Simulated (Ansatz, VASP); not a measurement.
# Cross-check of Ti (Titanium) between VASP and Ansatz, part 2 of 2

Wanted: the spread between two codes on one cell, functional and k mesh. The structure shown comes from an earlier Ansatz run, which isn't shown and may have moved the atoms alone.

VASP 6.6.1 and Ansatz 0.2.0.

So far: The starting structure; Ansatz: elastic constants, LDA.

### Step 3. VASP: elastic constants, LDA

Level of this step: LDA; plane waves and PAW (Ti_sv) (VASP).

The same cell, functional (in two slightly different forms), mesh and smearing now go to VASP, with its own data sets.

Lines of VASP's logs that name or quote its potential files are left out, and so is its time.

Input file INCAR:

```
SYSTEM = Ti
PREC = Accurate
ENCUT = 500
EDIFF = 1E-08
NELM = 120
ISMEAR = -1
SIGMA = 0.15
LREAL = .FALSE.
ALGO = Normal
GGA = PW92
NBANDS = 18
LASPH = .TRUE.
LORBIT = 11
LWAVE = .FALSE.
LCHARG = .FALSE.
ISIF = 3
IBRION = 6
NFREE = 2
POTIM = 0.015
NSW = 1
GGA_COMPAT = .FALSE.
KPAR = 2
```

Input file POSCAR:

```
Ti
1.0
    2.8647306122      0.0000000000      0.0000000000
   -1.4323653061      2.4809294852      0.0000000000
    0.0000000000      0.0000000000      4.5459598709
Ti
2
Direct
    0.3333333334      0.6666666668      0.2500000000
    0.6666666668      0.3333333334      0.7500000000
```

Input file KPOINTS:

```
Automatic mesh
0
Gamma
21 21 12
0 0 0
```

Potentials, in the order of the species: Ti_sv (LDA family, release 64).

The run is started by

```sh
mpirun -np 2 vasp_std
```

Numbers of over 12 decimals in the logs are rounded to 6 here.

Log:

```text
[banner, memory and clock lines left out]
running    2 mpi-ranks, on    1 nodes
 distrk:  each k-point on    1 cores,    2 groups
 distr:  one band on    1 cores,    1 groups

 POSCAR found type information on POSCAR Ti
 POSCAR found :  1 types and       2 ions
|                                                                             |
|               ----> ADVICE to this user running VASP <----                  |
|                                                                             |
|     You enforced a specific xc type in the INCAR file but a different       |
|     [... a line on the potential file left out ...]
|     I HOPE YOU KNOW WHAT YOU ARE DOING!                                     |
|                                                                             |

 LDA part: xc-table for (Slater(with rela. corr.)+PW92), standard interpolation
 POSCAR, INCAR and KPOINTS ok, starting setup
 FFT: planning ... GRIDC
 FFT: planning ... GRID_SOFT
 FFT: planning ... GRID
 WAVECAR not read
 entering main loop
       N       E                     dE             d eps       ncg     rms          rms(c)
DAV:   1     0.252452663432E+03    0.25245E+03   -0.12979E+04 12104   0.164E+03
DAV:   2     0.101149277918E+02   -0.24234E+03   -0.23915E+03 12330   0.450E+02
DAV:   3    -0.179366174311E+02   -0.28052E+02   -0.27723E+02 22734   0.126E+02
DAV:   4    -0.189984817168E+02   -0.10619E+01   -0.10610E+01 13714   0.258E+01
DAV:   5    -0.190479351493E+02   -0.49453E-01   -0.49443E-01 18638   0.396E+00    0.124E+01
DAV:   6    -0.171591478792E+02    0.18888E+01   -0.68265E+00 14322   0.273E+01    0.327E+00
DAV:   7    -0.171410555459E+02    0.18092E-01   -0.72446E-01 18416   0.624E+00    0.203E+00
DAV:   8    -0.171689030084E+02   -0.27847E-01   -0.23232E-01 13924   0.602E+00    0.770E-01
DAV:   9    -0.171595631109E+02    0.93399E-02   -0.49485E-02 13852   0.256E+00    0.809E-02
DAV:  10    -0.171600423444E+02   -0.47923E-03   -0.31676E-03 17618   0.369E-01    0.901E-02
DAV:  11    -0.171600539472E+02   -0.11603E-04   -0.21639E-04 15536   0.125E-01    0.356E-02
DAV:  12    -0.171600428518E+02    0.11095E-04   -0.36080E-05 14978   0.574E-02    0.306E-03
DAV:  13    -0.171600427402E+02    0.11160E-06   -0.16859E-06 16016   0.101E-02    0.267E-03
DAV:  14    -0.171600429497E+02   -0.20949E-06   -0.25997E-07 13308   0.478E-03    0.428E-04
DAV:  15    -0.171600429674E+02   -0.17742E-07   -0.61234E-08 15396   0.103E-03    0.199E-04
DAV:  16    -0.171600429619E+02    0.55038E-08   -0.84611E-10  6856   0.265E-04
   1 F= -.17160043E+02 E0= -.17070056E+02  d E =-.179975E+00
[... from here on, the cycles between the ionic steps are left out ...]
   2 F= -.17154731E+02 E0= -.17063263E+02  d E =-.182936E+00
   9 F= -.17158769E+02 E0= -.17068596E+02  d E =-.180346E+00
  10 F= -.17159355E+02 E0= -.17069229E+02  d E =-.180252E+00
  11 F= -.17159355E+02 E0= -.17069229E+02  d E =-.180252E+00
  12 F= -.17159355E+02 E0= -.17069220E+02  d E =-.180270E+00
  13 F= -.17159355E+02 E0= -.17069220E+02  d E =-.180270E+00
  14 F= -.17159952E+02 E0= -.17069937E+02  d E =-.180030E+00
  15 F= -.17159952E+02 E0= -.17069937E+02  d E =-.180030E+00
  16 F= -.17159573E+02 E0= -.17069632E+02  d E =-.179882E+00
 Finite differences progress:
  Degree of freedom:   8/  8
  Displacement:        1/  2
  Total:              15/ 16
 bond charge predicted
       N       E                     dE             d eps       ncg     rms          rms(c)
DAV:   1    -0.171390942672E+02    0.20478E-01   -0.28292E+00 23144   0.393E+01    0.325E-01
DAV:   2    -0.171599022205E+02   -0.20808E-01   -0.21939E-01 18794   0.479E+00    0.189E-01
DAV:   3    -0.171596418961E+02    0.26032E-03   -0.62919E-03 27386   0.859E-01    0.519E-02
DAV:   4    -0.171596091064E+02    0.32790E-04   -0.57192E-04 20784   0.266E-01    0.267E-02
DAV:   5    -0.171595709959E+02    0.38111E-04   -0.18748E-04 25632   0.167E-01    0.304E-03
DAV:   6    -0.171595727298E+02   -0.17339E-05   -0.21997E-05 20800   0.475E-02    0.185E-03
DAV:   7    -0.171595727123E+02    0.17435E-07   -0.89068E-07 26160   0.116E-02    0.494E-04
DAV:   8    -0.171595727075E+02    0.48094E-08   -0.11320E-07 24660   0.386E-03    0.208E-04
DAV:   9    -0.171595727068E+02    0.73123E-09   -0.10452E-08 12786   0.995E-04
  17 F= -.17159573E+02 E0= -.17069632E+02  d E =-.179882E+00
 Finite differences progress:
  Degree of freedom:   8/  8
  Displacement:        2/  2
  Total:              16/ 16
```

Parts of OUTCAR (step 3):

```text
ion  position               nearest neighbor table
   1  0.333  0.667  0.250-   2 2.81   2 2.81   2 2.81   2 2.81   2 2.81   2 2.81
   2  0.667  0.333  0.750-   1 2.81   1 2.81   1 2.81   1 2.81   1 2.81   1 2.81

  LATTYP: Found a hexagonal cell.
 ALAT       =     2.8647306122
 C/A-ratio  =     1.5868716771

 Subroutine GETGRP returns: Found 24 space group operations
 (whereof 12 operations were pure point group operations)

The static configuration has the point symmetry D_3d.
 The point group associated with its full space group is D_6h.

 Found    336 irreducible k-points:

   k-points           NKPTS =    336   k-points in BZ     NKDIM =    336   number of bands    NBANDS=     18

   dimension x,y,z NGX =    24 NGY =   24 NGZ =   36
   dimension x,y,z NGXF=    48 NGYF=   48 NGZF=   72

   ENCUT  =  500.0 eV  36.75 Ry    6.06 a.u.   5.22  5.22  8.29*2*pi/ulx,y,z

   NELECT =      24.0000    total number of electrons

 k-points in reciprocal lattice and weights: Automatic mesh
   0.00000000  0.00000000  0.00000000       0.000
   0.04761905 -0.00000000  0.00000000       0.001
   0.09523810 -0.00000000  0.00000000       0.001
   0.14285714  0.00000000  0.00000000       0.001
   0.19047619 -0.00000000  0.00000000       0.001
   0.23809524  0.00000000  0.00000000       0.001
   0.28571429 -0.00000000  0.00000000       0.001
   0.33333333 -0.00000000  0.00000000       0.001
   0.38095238 -0.00000000  0.00000000       0.001
[...]
0.33333333  0.28571429  0.50000000       0.002
   0.33333333  0.33333333  0.50000000       0.000

 average (electrostatic) potential at core
       1 -71.6118       2 -71.6118

 E-fermi :   8.8338

 k-point     1 :       0.0000    0.0000    0.0000
  band No.  band energies     occupation
    ...
      6     -23.2958      2.00000
      7     -23.2820      2.00000
      8     -23.2820      2.00000
      9       2.6024      2.00000
     10       6.0263      2.00000
     11       9.6646      0.00783
     12       9.6646      0.00783
     13       9.7937      0.00332
     14       9.9851      0.00093
     15      10.2132      0.00020
    ...

 k-point     2 :       0.0476   -0.0000    0.0000
  band No.  band energies     occupation
    ...
      6     -23.2984      2.00000
      7     -23.2963      2.00000
      8     -23.2837      2.00000
      9       2.6716      2.00000
     10       6.0819      2.00000
     11       9.4981      0.02357
     12       9.7147      0.00561
     13       9.8032      0.00312
     14       9.9472      0.00119
     15      10.1764      0.00026
    ...

 k-point     3 :       0.0952   -0.0000    0.0000
  band No.  band energies     occupation
    ...
      6     -23.3375      2.00000
      7     -23.3065      2.00000
      8     -23.2889      2.00000
      9       2.8753      2.00000
     10       6.2414      2.00000
     11       9.2401      0.12489
     12       9.4143      0.04086
     13       9.8630      0.00209
     14      10.0425      0.00063
     15      10.1550      0.00030
    ...

  Total       -0.0685465     -0.0685465     -0.0595740      0.0000000     -0.0000000      0.0000000
  in kB       -3.3991638     -3.3991638     -2.9542224      0.0000000     -0.0000000      0.0000000
  external PRESSURE =      -3.2508500 kB  Pullay stress =       0.0000000 kB

  energy-cutoff  :      500.00
  volume of cell :       32.31
      direct lattice vectors                 reciprocal lattice vectors
     2.864730612  0.000000000  0.000000000     0.349072962  0.201537369  0.000000000
    -1.432365306  2.480929485  0.000000000     0.000000000  0.403074737  0.000000000
     0.000000000  0.000000000  4.545959871     0.000000000  0.000000000  0.219975545

 POSITION                                       TOTAL-FORCE (eV/Angst)
 -----------------------------------------------------------------------------------
      0.00000      1.65395      1.12149         0.000000      0.000000      0.062791
      1.43237      0.82698      3.40947        -0.000000     -0.000000     -0.062791
 -----------------------------------------------------------------------------------
    total drift:                               -0.000001     -0.000001     -0.000346

  FREE ENERGIE OF THE ION-ELECTRON SYSTEM (eV)
  ---------------------------------------------------
  free  energy   TOTEN  =       -17.1595727068 eV

  energy  without entropy=      -16.9796911298  energy(sigma->0) =      -17.06963192

  SYMMETRIZED ELASTIC MODULI (kBar)
 Direction    XX          YY          ZZ          XY          YZ          ZX
 --------------------------------------------------------------------------------
 XX        1941.2292    820.3024    916.1702      0.0000      0.0000     -0.0000
 YY         820.3024   1941.2292    916.1702      0.0000     -0.0000      0.0000
 ZZ         916.1702    916.1702   1983.3448      0.0000      0.0000     -0.0000
 XY           0.0000      0.0000      0.0000    560.4634      0.0000      0.0000
 YZ           0.0000     -0.0000      0.0000      0.0000    302.9315      0.0000
 ZX           0.0000      0.0000     -0.0000      0.0000      0.0000    302.9315
 --------------------------------------------------------------------------------

 Eigenvectors and eigenvalues of the dynamical matrix
 ----------------------------------------------------

   1 f  =    6.536881 THz    41.072434 2PiTHz  218.046878 cm-1    27.034355 meV
             X         Y         Z           dx          dy          dz
      0.000000  1.653953  1.136490     0.000000    0.000000    0.707107
      1.432365  0.826976  3.409470    -0.000000    0.000000   -0.707107

   2 f  =    2.875405 THz    18.066705 2PiTHz   95.913201 cm-1    11.891716 meV
             X         Y         Z           dx          dy          dz
      0.000000  1.653953  1.136490    -0.000000    0.707107   -0.000000
      1.432365  0.826976  3.409470    -0.000000   -0.707107    0.000000

   3 f  =    2.875405 THz    18.066705 2PiTHz   95.913201 cm-1    11.891716 meV
             X         Y         Z           dx          dy          dz
      0.000000  1.653953  1.136490     0.707107   -0.000000   -0.000000
      1.432365  0.826976  3.409470    -0.707107    0.000000    0.000000

   4 f  =    0.000000 THz     0.000000 2PiTHz    0.000000 cm-1     0.000000 meV
             X         Y         Z           dx          dy          dz
      0.000000  1.653953  1.136490     0.000000    0.000000    0.707107
      1.432365  0.826976  3.409470    -0.000000    0.000000    0.707107

   5 f/i=    0.000000 THz     0.000000 2PiTHz    0.000000 cm-1     0.000000 meV
             X         Y         Z           dx          dy          dz
      0.000000  1.653953  1.136490     0.707107    0.000000   -0.000000
      1.432365  0.826976  3.409470     0.707107    0.000000    0.000000

   6 f/i=    0.000000 THz     0.000000 2PiTHz    0.000001 cm-1     0.000000 meV
             X         Y         Z           dx          dy          dz
      0.000000  1.653953  1.136490    -0.000000    0.707107   -0.000000
      1.432365  0.826976  3.409470    -0.000000    0.707107    0.000000

 ELASTIC MODULI CONTR FROM IONIC RELAXATION (kBar)
 Direction    XX          YY          ZZ          XY          YZ          ZX
 --------------------------------------------------------------------------------
 XX        -411.8238    411.8238     -0.0000      0.0000     -0.0000      0.0000
 YY         411.8238   -411.8238      0.0000     -0.0000      0.0000      0.0000
 ZZ          -0.0000      0.0000     -0.0000     -0.0000      0.0000      0.0000
 XY           0.0000     -0.0000     -0.0000   -411.8238      0.0000      0.0000
 YZ          -0.0000      0.0000      0.0000      0.0000     -0.0000      0.0000
 ZX           0.0000      0.0000      0.0000      0.0000      0.0000      0.0000
 --------------------------------------------------------------------------------

 TOTAL ELASTIC MODULI (kBar)
 Direction    XX          YY          ZZ          XY          YZ          ZX
 --------------------------------------------------------------------------------
 XX        1529.4053   1232.1262    916.1702      0.0000     -0.0000     -0.0000
 YY        1232.1262   1529.4053    916.1702      0.0000     -0.0000      0.0000
 ZZ         916.1702    916.1702   1983.3448     -0.0000      0.0000     -0.0000
 XY           0.0000      0.0000     -0.0000    148.6396      0.0000      0.0000
 YZ          -0.0000     -0.0000      0.0000      0.0000    302.9315      0.0000
 ZX           0.0000      0.0000     -0.0000      0.0000      0.0000    302.9315
 --------------------------------------------------------------------------------

 total charge
# of ion       s       p       d       tot
------------------------------------------
    1        2.268   6.130   1.970  10.369
    2        2.268   6.130   1.970  10.369
--------------------------------------------------
tot          4.536  12.260   3.941  20.738

[... 3 further parts left out ...]
```

The last energy, forces, stress and levels in OUTCAR belong to the last displaced cell, not to the cell of POSCAR.

Levels, forces or a CONTCAR printed for this step are those of its last displaced cell, not of the structure at rest.

### Step 4. Comparison

Known differences besides the potentials themselves: the cutoff is 420 eV in Ansatz and 500 eV in VASP; VASP's log shows a relativistic correction to its local exchange, Ansatz's none; VASP takes each elastic constant from one size of strain, Ansatz from those that its log lists. Total energies have different zeros and are not compared.

Compared:

```csv
quantity,Ansatz,VASP,difference
C11 (GPa),152.9,152.9,-0.03 %
C22 (GPa),152.9,152.9,-0.03 %
C33 (GPa),198.3,198.3,+0.00 %
C12 (GPa),124.8,123.2,+1.29 %
C13 (GPa),92.2,91.6,+0.64 %
C23 (GPa),92.2,91.6,+0.64 %
C44 (GPa),29.9,30.3,-1.16 %
C55 (GPa),29.9,30.3,-1.16 %
C66 (GPa),14.0,14.9,-5.50 %
```

### Step 5. What came out

```yaml
difference_in_c66_elastic_constants_lda: -5.5 %
```

The difference in C66 is -5.5 % (elastic constants, LDA), beyond the 5 % picked in this series as the mark of a large difference. How closely two codes agree says nothing of how well the functional describes the real material.

[Lines on the potential files, build, host, timing and source positions are cut from VASP's logs without a mark.]

[Logs are printed without paths, hosts, clocks, repeated set-up lines and the standing remarks that a program may print on its own settings, such as how far it seeks lower states.]

[Hosts, paths, dates, database ids (printed as entryN), source tags and the programs' standing remarks are cut or masked in the printed files.]
